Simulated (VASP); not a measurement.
# ZnAu: structure and properties in VASP

Aim: relax ZnAu, then compute properties on the relaxed cell. The steps: full relaxation (r2SCAN + rVV10), second relaxation, density, ELF and potential (r2SCAN + rVV10), band structure (r2SCAN + rVV10), total and projected DOS (r2SCAN + rVV10), vibrations at Γ (r2SCAN + rVV10) and field gradients at the nuclei (r2SCAN + rVV10). Left out of this account: 1 further run (relaxation: it shows nothing beyond the runs told). The start is a cell from a database of measured crystal structures.

Program: VASP 6.6.1. Level of theory: r2SCAN with rVV10; plane waves and PAW (Zn, Au). Results are calculated unless marked as measured.

Report form: the programs' logs are mostly left out.

**1. The structure**

Before any relaxation, the start is as follows. Symmetry: Pm-3m, No. 221, cubic system. Conventional cell: a = 3.147 Å, b = 3.147 Å, c = 3.147 Å, α = 90.00°, β = 90.00°, γ = 90.00°. Zn has 8 Au at 2.73 Å nearest. Nearest to Au lie 8 Zn at 2.73 Å. Farther neighbours are not listed.

Coordinates:

```cif
data_structure
_symmetry_space_group_name_H-M 'Pm-3m'
_symmetry_Int_Tables_number 221
_cell_length_a 3.1470
_cell_length_b 3.1470
_cell_length_c 3.1470
_cell_angle_alpha 90.000
_cell_angle_beta 90.000
_cell_angle_gamma 90.000
_cell_volume 31.17
loop_
_atom_site_label
_atom_site_type_symbol
_atom_site_symmetry_multiplicity
_atom_site_Wyckoff_symbol
_atom_site_fract_x
_atom_site_fract_y
_atom_site_fract_z
_atom_site_occupancy
Zn1 Zn 1 b 0.50000 0.50000 0.50000 1
Au1 Au 1 a 0.00000 0.00000 0.00000 1
```

**2. Full relaxation (r2SCAN + rVV10)**

Properties are meant for the cell that this level of theory prefers, so cell and atoms are relaxed first (ISIF = 3) until forces and stress are small; EDIFFG sets the threshold. r2SCAN adds the kinetic-energy density, costs more than a GGA and is run with LASPH. LUSE_VDW switches on a nonlocal correlation term for dispersion.

INCAR

```
SYSTEM = ZnAu
PREC = Accurate
ENCUT = 400
EDIFF = 1E-06
NELM = 100
ISMEAR = 1
SIGMA = 0.2
LREAL = .FALSE.
ALGO = Normal
METAGGA = R2SCAN
LUSE_VDW = .TRUE.
IVDW_NL = 2
BPARAM = 11.95
CPARAM = 0.0093
LASPH = .TRUE.
NBANDS = 17
LORBIT = 11
LWAVE = .FALSE.
LCHARG = .FALSE.
KPAR = 2
IBRION = 2
NSW = 60
ISIF = 3
EDIFFG = -0.01
```

POSCAR

```
ZnAu
1.0
    3.1470000000      0.0000000000      0.0000000000
    0.0000000000      3.1470000000      0.0000000000
    0.0000000000      0.0000000000      3.1470000000
Zn Au
1 1
Direct
    0.5000000000      0.5000000000      0.5000000000
    0.0000000000      0.0000000000      0.0000000000
```

KPOINTS

```
Automatic mesh
0
Gamma
7 7 7
0 0 0
```

Potentials, in the order of the species: Zn and Au (PBE family, release 64).

Launch:

```
$ mpirun -np 2 vasp_std
```

Wall time 73 s (2 MPI ranks of Intel Xeon Platinum 8375C at 2.90GHz (Ice Lake), shared host); peak memory 0.42 GiB; 2.4 min of CPU time.

This run has no spin polarisation. Its electron count is odd, so without a moment it is a metal by construction. The k-mesh is coarse for a metal. The PAW data sets were made with PBE, which is usual practice but a small mismatch for other functionals. The run keeps the 48 symmetry operations of its start, so it cannot find a distortion of lower symmetry.

Step by step:

| step | energy less that of the first step (eV) | largest force (eV/Å) | pressure (GPa) | volume (Å³) |
| --- | --- | --- | --- | --- |
| 1 | 0.0000 | 0.0000 | -1.75 | 31.17 |
| 2 | -0.0003 | 0.0000 | 2.00 | 30.40 |
| 3 | -0.0024 | 0.0000 | 0.19 | 30.76 |
| 4 | -0.0024 | 0.0000 | 0.00 | 30.79 |

| conventional cell, symmetrised | before | after | change |
| --- | --- | --- | --- |
| a (Å) | 3.147 | 3.134 | -0.4 % |
| b (Å) | 3.147 | 3.134 | -0.4 % |
| c (Å) | 3.147 | 3.134 | -0.4 % |
| volume (Å³/atom) | 15.58 | 15.40 | -1.2 % |

The relaxed structure:

```xyz
2
Lattice="3.1344 0.0000 0.0000 0.0000 3.1344 0.0000 0.0000 0.0000 3.1344" Properties=species:S:1:pos:R:3 pbc="T T T"
Zn    1.5672    1.5672    1.5672
Au    0.0000    0.0000    0.0000
```

Numbers from this step:

```yaml
electrons: 23
bands: 17
irreducible_k_points: 20
symmetry_operations: 48
free_energy_toten: -59.4075 eV
energy_at_zero_smearing: -59.4061 eV
fermi_energy: 7.346 eV
pressure: -0.003596 GPa
metallic: yes
scf_cycles_over_all_ionic_steps: 34
```

It ends with forces that vanish by symmetry and a pressure of 0.00 GPa. The volume lies -1.2 % from that of the database's start, which holds the thermal and zero-point expansion of its experiment.

**3. Second relaxation**

A relaxation keeps the plane waves of the cell it began with, so it is repeated from the new cell, on a basis made for it.

INCAR is that of step 2.

POSCAR

```
ZnAu
1.0
    3.1344275545      0.0000000000      0.0000000000
    0.0000000000      3.1344275545      0.0000000000
    0.0000000000      0.0000000000      3.1344275545
Zn Au
1 1
Direct
    0.5000000000      0.5000000000      0.5000000000
    0.0000000000      0.0000000000      0.0000000000
```

KPOINTS is that of step 2.

Launch:

```
$ mpirun -np 2 vasp_std
```

Elapsed: 18 s, on 2 MPI ranks; peak memory 0.34 GiB; 35 s of CPU time.

Little changed from the start: no atom moved by 0.005 Å and no cell edge by 0.1 %.

This step gave:

```
free energy (TOTEN)             : -59.4045 eV
energy at zero smearing         : -59.4032 eV
Fermi energy                    : 7.345 eV
pressure                        : 0.07283 GPa
SCF cycles over all ionic steps : 14
```

It ends with forces that vanish by symmetry and a pressure of 0.07 GPa. The volume moved by under 0.01 %: the run met its threshold at the first step.

**4. Density, ELF and potential (r2SCAN + rVV10)**

A single point on the relaxed cell gives a clean self-consistent state, with density, ELF and potential written out.

Changes to INCAR since step 3:

```diff
@@ -18,7 +18,5 @@
 LWAVE = .FALSE.
-LCHARG = .FALSE.
-KPAR = 2
-IBRION = 2
-NSW = 60
-ISIF = 3
-EDIFFG = -0.01
+LCHARG = .TRUE.
+ISIF = 2
+LELF = .TRUE.
+LVHAR = .TRUE.
```

POSCAR is that of step 3.

KPOINTS is that of step 3.

Launch:

```
$ mpirun -np 2 vasp_std
```

Wall time 16 s (2 MPI ranks); peak memory 0.29 GiB.

This step gave:

```
SCF cycles : 15
bands      : 18
pressure   : 0.07533 GPa
```

Valence electrons inside each PAW sphere by angular momentum. Sphere charges, by row:

| atom | s (e) | p (e) | d (e) | tot (e) |
| --- | --- | --- | --- | --- |
| Zn1 | 0.51 | 0.46 | 9.786 | 10.76 |
| Au2 | 0.628 | 0.417 | 8.716 | 9.76 |

Valence density in the ac plane at fractional y = 0.000, with atoms of Au within 0.2 Å of it. It is the smooth field of the valence electrons, not physical close to the nuclei.

Values in e/Å³, 16 rows by 16 columns:
```
4.4 4.0 3.2 2.3 1.4 0.7 0.4 0.2 0.2 0.2 0.4 0.7 1.4 2.3 3.2 4.0
3.4 3.2 2.6 1.9 1.1 0.6 0.3 0.2 0.2 0.2 0.3 0.6 1.1 1.9 2.6 3.2
2.5 2.3 1.9 1.3 0.8 0.4 0.3 0.2 0.2 0.2 0.3 0.4 0.8 1.3 1.9 2.3
1.5 1.4 1.1 0.8 0.5 0.3 0.2 0.2 0.2 0.2 0.2 0.3 0.5 0.8 1.1 1.4
0.8 0.7 0.6 0.4 0.3 0.2 0.2 0.2 0.2 0.2 0.2 0.2 0.3 0.4 0.6 0.7
0.4 0.4 0.3 0.3 0.2 0.2 0.2 0.1 0.1 0.1 0.2 0.2 0.2 0.3 0.3 0.4
0.2 0.2 0.2 0.2 0.2 0.2 0.1 0.1 0.1 0.1 0.1 0.2 0.2 0.2 0.2 0.2
0.2 0.2 0.2 0.2 0.2 0.2 0.1 0.1 0.1 0.1 0.1 0.2 0.2 0.2 0.2 0.2
0.2 0.2 0.2 0.2 0.2 0.2 0.1 0.1 0.1 0.1 0.1 0.2 0.2 0.2 0.2 0.2
0.4 0.4 0.3 0.3 0.2 0.2 0.2 0.1 0.1 0.1 0.2 0.2 0.2 0.3 0.3 0.4
0.8 0.7 0.6 0.4 0.3 0.2 0.2 0.2 0.2 0.2 0.2 0.2 0.3 0.4 0.6 0.7
1.5 1.4 1.1 0.8 0.5 0.3 0.2 0.2 0.2 0.2 0.2 0.3 0.5 0.8 1.1 1.4
2.5 2.3 1.9 1.3 0.8 0.4 0.3 0.2 0.2 0.2 0.3 0.4 0.8 1.3 1.9 2.3
3.4 3.2 2.6 1.9 1.1 0.6 0.3 0.2 0.2 0.2 0.3 0.6 1.1 1.9 2.6 3.2
4.4 4.0 3.2 2.3 1.4 0.7 0.4 0.2 0.2 0.2 0.4 0.7 1.4 2.3 3.2 4.0
4.8 4.4 3.4 2.5 1.5 0.8 0.4 0.2 0.2 0.2 0.4 0.8 1.5 2.5 3.4 4.4
```
Columns run along a (3.1 Å), rows up along c (3.1 Å). Atoms in or near the plane, at fractional coordinates: Au at (0.00, 0.00).

ELF in the ac plane at fractional y = 0.000, with atoms of Au within 0.2 Å of it. It is the smooth field of the valence electrons, not physical close to the nuclei.

Ten even steps from '_' (0.00) to '@' (0.45):
```
______--**%%**======**%%**--____
____..==####**++==++**####==..__
::--==##%%##++++++++++##%%##==--
****##%%##**++++++++++**##%%##**
%%%%####**++++++++++++++**####%%
******++++++++++++++++++++++****
====++++++++++======++++++++++==
======++++++++======++++++++====
====++++++++++======++++++++++==
******++++++++++++++++++++++****
%%%%####**++++++++++++++**####%%
****##%%##**++++++++++**##%%##**
::--==##%%##++++++++++##%%##==--
____..==####**++==++**####==..__
______--**%%**======**%%**--____
@@____::**%%**======**%%**::____
```
Columns run along a (3.1 Å), rows up along c (3.1 Å). Atoms in or near the plane, at fractional coordinates: Au at (0.00, 0.00).

Electrostatic potential energy in the ac plane at fractional y = 0.000, with atoms of Au within 0.2 Å of it. With pseudopotentials it is smooth inside the atoms' cores, unlike the true potential.

Ten even steps from '_' (-68 eV) to '@' (1 eV):
```
______::++##@@@@@@@@@@##++::____
____..--**%%@@@@@@@@@@%%**--..__
::::--++##@@@@@@@@@@@@@@##++--::
==++**##%%@@@@@@@@@@@@@@%%##**++
####%%@@@@@@@@@@@@@@@@@@@@@@%%##
@@@@@@@@@@@@@@@@@@@@@@@@@@@@@@@@
@@@@@@@@@@@@@@@@@@@@@@@@@@@@@@@@
@@@@@@@@@@@@@@@@@@@@@@@@@@@@@@@@
@@@@@@@@@@@@@@@@@@@@@@@@@@@@@@@@
@@@@@@@@@@@@@@@@@@@@@@@@@@@@@@@@
####%%@@@@@@@@@@@@@@@@@@@@@@%%##
==++**##%%@@@@@@@@@@@@@@%%##**++
::::--++##@@@@@@@@@@@@@@##++--::
____..--**%%@@@@@@@@@@%%**--..__
______::++##@@@@@@@@@@##++::____
______::==##@@@@@@@@@@##==::____
```
Columns run along a (3.1 Å; values clipped at the 3rd and 97th percentile), rows up along c (3.1 Å). Atoms in or near the plane, at fractional coordinates: Au at (0.00, 0.00).

In this run the pressure is 0.08 GPa, small enough to go on.

**5. Band structure (r2SCAN + rVV10)**

The mesh alone shows little of the dispersion and can miss band extrema, so KPOINTS_OPT adds a path through the symmetry points after the self-consistent cycle.

Changes to INCAR since step 4:

```diff
@@ -15,8 +15,6 @@
 LASPH = .TRUE.
-NBANDS = 17
+NBANDS = 23
 LORBIT = 11
 LWAVE = .FALSE.
-LCHARG = .TRUE.
-ISIF = 2
-LELF = .TRUE.
-LVHAR = .TRUE.
+LCHARG = .FALSE.
+KPAR = 2
```

POSCAR is that of step 4.

KPOINTS is that of step 4.

KPOINTS_OPT

```
Line mode
16
Line-mode
Reciprocal
  0.00000000   0.00000000   0.00000000 GAMMA
  0.00000000   0.50000000   0.00000000 X

  0.00000000   0.50000000   0.00000000 X
  0.50000000   0.50000000   0.00000000 M

  0.50000000   0.50000000   0.00000000 M
  0.00000000   0.00000000   0.00000000 GAMMA

  0.00000000   0.00000000   0.00000000 GAMMA
  0.50000000   0.50000000   0.50000000 R

  0.50000000   0.50000000   0.50000000 R
  0.00000000   0.50000000   0.00000000 X

  0.50000000   0.50000000   0.00000000 M
  0.50000000   0.50000000   0.50000000 R
```

Launch:

```
$ mpirun -np 2 vasp_std
```

Wall time 42 s (2 MPI ranks); peak memory 0.34 GiB; 82 s of CPU time.

Spin-orbit coupling is off here; with elements this heavy it splits and shifts levels by tenths of an eV or more.

This step gave:

| Quantity | Value |
| --- | --- |
| bands | 23 |
| pressure | 0.07988 GPa |

Electronic bands along the path, in eV, zero at the Fermi level; # counts the bands kept:

| point | #8 | #9 | #10 | #11 | #12 | #13 | #14 | #15 |
| --- | --- | --- | --- | --- | --- | --- | --- | --- |
| Γ | -6.02 | -4.24 | -4.24 | -4.24 | 5.06 | 5.06 | 5.06 | 9.39 |
| 0.53 of the way | -5.74 | -4.98 | -4.98 | -4.33 | 0.01 | 7.29 | 7.29 | 10.86 |
| X | -5.89 | -5.49 | -5.49 | -4.41 | -2.78 | 10.57 | 11.38 | 11.38 |
| 0.47 of the way | -5.80 | -5.07 | -4.51 | -3.91 | -2.68 | 5.59 | 5.93 | 11.37 |
| M | -4.61 | -4.61 | -3.64 | -2.35 | -2.35 | 0.63 | 2.60 | 10.90 |
| 0.47 of the way | -5.44 | -5.42 | -4.98 | -4.47 | 1.17 | 2.10 | 8.92 | 9.40 |
| Γ | -6.02 | -4.24 | -4.24 | -4.24 | 5.06 | 5.06 | 5.06 | 9.39 |
| 0.47 of the way | -5.66 | -5.03 | -5.03 | -4.89 | 2.92 | 3.42 | 3.42 | 10.95 |
| R | -7.09 | -3.58 | -3.58 | 1.59 | 3.61 | 3.62 | 3.62 | 3.62 |
| 0.47 of the way | -6.16 | -5.04 | -4.43 | -1.89 | -1.44 | 4.72 | 5.77 | 6.85 |
| X | -5.89 | -5.49 | -5.49 | -4.41 | -2.78 | 10.57 | 11.38 | 11.38 |
| jump to M | -4.61 | -4.61 | -3.64 | -2.35 | -2.35 | 0.63 | 2.60 | 10.90 |
| 0.47 of the way | -6.07 | -4.89 | -3.61 | 0.04 | 0.04 | 0.96 | 2.25 | 7.96 |
| R | -7.09 | -3.58 | -3.58 | 1.59 | 3.61 | 3.62 | 3.62 | 3.62 |

Of the projections kept (Zn, Au), the largest for each band there; the rest of the weight can lie on other orbitals:

| point | #8 | #9 | #10 | #11 | #12 | #13 | #14 | #15 |
| --- | --- | --- | --- | --- | --- | --- | --- | --- |
| Γ | Au 0.74 | Au 0.93 | Au 0.93 | Au 0.93 | Zn 0.57 | Zn 0.57 | Zn 0.57 | Zn 0.55 |
| X | Zn 0.81 | Au 0.97 | Au 0.97 | Au 1.00 | Au 0.96 | Zn 1.00 | Au 0.67 | Au 0.67 |
| M | Au 0.84 | Au 0.84 | Au 1.00 | Au 0.51 | Au 0.51 | Au 0.86 | Zn 0.55 | Zn 1.00 |
| Γ | Au 0.74 | Au 0.93 | Au 0.93 | Au 0.93 | Zn 0.57 | Zn 0.57 | Zn 0.57 | Zn 0.55 |
| R | Au 0.90 | Au 1.00 | Au 1.00 | Zn 1.00 | Au 1.00 | Au 0.72 | Au 0.72 | Au 0.72 |
| X | Zn 0.81 | Au 0.97 | Au 0.97 | Au 1.00 | Au 0.96 | Zn 1.00 | Au 0.67 | Au 0.67 |

There is no gap at this level.

**6. Total and projected DOS (r2SCAN + rVV10)**

Here the states are counted by energy and projected on the atoms. The mesh is finer than in the run before.

Changes to INCAR since step 5:

```diff
@@ -5,3 +5,3 @@
 NELM = 100
-ISMEAR = 1
+ISMEAR = -5
 SIGMA = 0.2
@@ -20 +20,2 @@
 KPAR = 2
+NEDOS = 2001
```

POSCAR is that of step 5.

KPOINTS

```
Automatic mesh
0
Gamma
11 11 11
0 0 0
```

Launch:

```
$ mpirun -np 2 vasp_std
```

Wall time 39 s (2 MPI ranks); peak memory 0.37 GiB.

With tetrahedra the forces and stress of a metal are not exact derivatives of the energy.

Numbers from this step:

```yaml
irreducible_k_points: 56
free_energy_toten: -59.3916 eV
fermi_energy: 7.122 eV
pressure: 0.2981 GPa
dos_at_the_fermi_level: 0.4677 states/eV/cell
```

The density of states has structure finer than the step of the table below, so its rows give means over 1 eV, whole bins alone (the curve runs from -12.0 to 7.91 eV). Peaks (eV: height): total -8.1: 16.6, -6.8: 6.61, -5.8: 6.36, -4.3: 5.88; Au d -5.8: 4.26, -5.0: 3.71, -4.8: 3.31, -4.2: 4.94; Au s -8.6: 0.291, -5.9: 0.113, -2.4: 0.0789, 2.2: 0.124; Zn d -8.1: 14.2, -6.8: 2.63; Zn p -5.8: 0.153, -5.0: 0.094, 6.9: 0.197, 7.8: 0.201.

States under -12.0 eV and over 7.9 eV are left out. The density of states by energy, zero at the Fermi level; means over each step; values in states/eV/cell:

| energy (eV) | total | Au d | Au s | Zn d | Zn p | Zn s |
| --- | --- | --- | --- | --- | --- | --- |
| -11 | 0.0489 | 9.3e-5 | 0.0155 | 8.3e-5 | 4.6e-4 | 0.0121 |
| -10 | 0.199 | 0.00336 | 0.0571 | 0.00566 | 0.00467 | 0.0440 |
| -9 | 1.07 | 0.100 | 0.135 | 0.493 | 0.0186 | 0.0870 |
| -8 | 9.27 | 0.617 | 0.0730 | 7.86 | 0.0353 | 0.0853 |
| -7 | 1.48 | 0.442 | 0.0450 | 0.597 | 0.0383 | 0.115 |
| -6 | 3.09 | 2.02 | 0.0532 | 0.419 | 0.0944 | 0.0467 |
| -5 | 3.35 | 2.67 | 0.0216 | 0.216 | 0.0708 | 0.0131 |
| -4 | 2.71 | 2.20 | 0.0355 | 0.167 | 0.0307 | 0.0229 |
| -3 | 0.428 | 0.205 | 0.0346 | 0.0240 | 0.0276 | 0.0137 |
| -2 | 0.573 | 0.233 | 0.0707 | 0.0220 | 0.0488 | 0.0209 |
| -1 | 0.568 | 0.170 | 0.0566 | 0.0232 | 0.0628 | 0.0289 |
| 0 | 0.475 | 0.116 | 0.0409 | 0.0208 | 0.0575 | 0.0318 |
| 1 | 0.414 | 0.0821 | 0.0406 | 0.0186 | 0.0486 | 0.0425 |
| 2 | 0.504 | 0.0803 | 0.0910 | 0.0264 | 0.0377 | 0.0814 |
| 3 | 0.744 | 0.112 | 0.0982 | 0.0337 | 0.0634 | 0.150 |
| 4 | 0.715 | 0.0976 | 0.0689 | 0.0325 | 0.0862 | 0.119 |
| 5 | 0.674 | 0.0812 | 0.0512 | 0.0309 | 0.112 | 0.0760 |
| 6 | 0.746 | 0.0865 | 0.0586 | 0.0340 | 0.148 | 0.0560 |
| 7 | 0.763 | 0.0954 | 0.0473 | 0.0385 | 0.174 | 0.0381 |

The finer mesh and the other smearing move the Fermi level by -0.22 eV from the 7×7×7 run, one measure of the sampling error in the zero of the bands above. Of the states within 0.3 eV of the Fermi level, the largest shares in the PAW spheres are Au d 24 %, Zn p 12 % and Au s 9 %. The rest lies in smaller channels or between the spheres.

**7. Vibrations at Γ (r2SCAN + rVV10)**

Zone-centre modes test whether the atoms sit at a minimum within this cell. IBRION = 6 takes the force constants from differences of forces between displaced cells, so the forces must be tight.

INCAR

```
SYSTEM = ZnAu
PREC = Accurate
ENCUT = 400
EDIFF = 1E-08
NELM = 100
ISMEAR = 1
SIGMA = 0.2
LREAL = .FALSE.
ALGO = Normal
METAGGA = R2SCAN
LUSE_VDW = .TRUE.
IVDW_NL = 2
BPARAM = 11.95
CPARAM = 0.0093
LASPH = .TRUE.
NBANDS = 17
LORBIT = 11
LWAVE = .FALSE.
LCHARG = .FALSE.
KPAR = 2
IBRION = 6
NFREE = 2
POTIM = 0.015
ISIF = 2
NSW = 1
```

POSCAR is that of step 6.

KPOINTS

```
Automatic mesh
0
Gamma
12 12 12
0 0 0
```

Launch:

```
$ mpirun -np 2 vasp_std
```

Wall time 4.9 min (2 MPI ranks); peak memory 0.51 GiB.

The last energy, forces, stress and levels in OUTCAR belong to the last displaced cell, not to the cell of POSCAR.

Numbers from this step:

```
bands                     : 17
irreducible k-points      : 84
pressure of the cell      : 0.3549 GPa
largest force of the cell : 0 eV/Å
```

Modes at Γ, with each element's share of the kinetic energy:

| mode | frequency (cm⁻¹) | symmetry | Zn % | Au % |
| --- | --- | --- | --- | --- |
| 1 | -2.7 | acoustic | 27 | 73 |
| 2 | -2.7 | acoustic | 27 | 73 |
| 3 | -2.7 | acoustic | 27 | 73 |
| 4 | 140.5 | T1u | 73 | 27 |
| 5 | 140.5 | T1u | 73 | 27 |
| 6 | 140.5 | T1u | 73 | 27 |

Displacements in mode 4 (140.5 cm⁻¹), the largest set to 1:
```
Zn1  0.00  0.00 -1.00
Au2  0.00  0.00  0.35
```

The three acoustic modes lie within 2.7 cm⁻¹ of zero, and all others are real. By the characters of their eigenvectors the optical modes sort into (cm⁻¹) infrared active: T1u 140.

**8. Field gradients at the nuclei (r2SCAN + rVV10)**

Field gradients probe how far the charge around each nucleus departs from cubic symmetry; LASPH keeps the non-spherical terms inside the spheres.

Changes to INCAR since step 7:

```diff
@@ -3,3 +3,3 @@
 ENCUT = 400
-EDIFF = 1E-08
+EDIFF = 1E-07
 NELM = 100
@@ -20,6 +20,2 @@
 KPAR = 2
-IBRION = 6
-NFREE = 2
-POTIM = 0.015
-ISIF = 2
-NSW = 1
+LEFG = .TRUE.
```

POSCAR is that of step 7.

KPOINTS

```
Automatic mesh
0
Gamma
7 7 7
0 0 0
```

Launch:

```
$ mpirun -np 2 vasp_std
```

Run time: 22 s. Hardware: 2 MPI ranks; peak memory 0.34 GiB.

This step gave:

| Quantity | Value |
| --- | --- |
| SCF cycles | 16 |
| irreducible k-points | 20 |
| free energy (TOTEN) | -59.4045 eV |
| Fermi energy | 7.345 eV |
| pressure | 0.06924 GPa |

Electric field gradients, by row:

| atom | Vxx (V/Å²) | Vyy (V/Å²) | Vzz (V/Å²) | asymmetry |
| --- | --- | --- | --- | --- |
| Zn1 | 0 | 0 | 0 | - |
| Au2 | 0 | 0 | 0 | - |

All gradients vanish within the noise.

The run ends at a pressure of 0.07 GPa.

**9. Outcome**

```
relaxed volume                            : 15.40 Å³/atom
relaxed conventional cell a, b, c         : 3.134, 3.134, 3.134 Å
space group after relaxing, within 0.02 Å : Pm-3m (No. 221)
band gap                                  : none, a metal
DOS at the Fermi level                    : 0.468 states/eV/cell
highest zone-centre mode                  : 140 cm⁻¹
largest field gradient Vzz                : zero within the noise on all sites
```

With r2SCAN + rVV10, ZnAu relaxes to 15.40 Å³/atom in space group Pm-3m (held by the symmetry of the run) and comes out as a metal. Against the listed cell the volume lies -1.2 %. Band structure (r2SCAN + rVV10): Of the bands kept, 2 cross the Fermi level on this path. Vibrations at Γ (r2SCAN + rVV10): The highest mode in this list at Γ, 140.5 cm⁻¹, is mostly motion of Zn (73 % of the kinetic energy). Spin-orbit coupling is left out, and with elements this heavy it would split and shift bands near the Fermi level. The k-sampling is coarse for a metal, so the Fermi level, pressures and the shape of the cell carry errors. With an odd electron count and no spin the cell is a metal by construction. Modes at Γ alone can't show that the crystal is stable at other wave vectors. No search among competing phases was made, and a listed structure need not be the one stable at ambient conditions. All values are for a static lattice at zero temperature.

[Lines on the potential files, build, host, timing and source positions are cut from VASP's logs without a mark.]

[Logs are printed without paths, hosts, clocks, repeated set-up lines and the standing remarks that a program may print on its own settings, such as how far it seeks lower states.]

[Hosts, paths, dates, database ids (printed as entryN), source tags and the programs' standing remarks are cut or masked in the printed files.]

[A measured line is paired with the nearest computed mode of its activity, which favours agreement.]
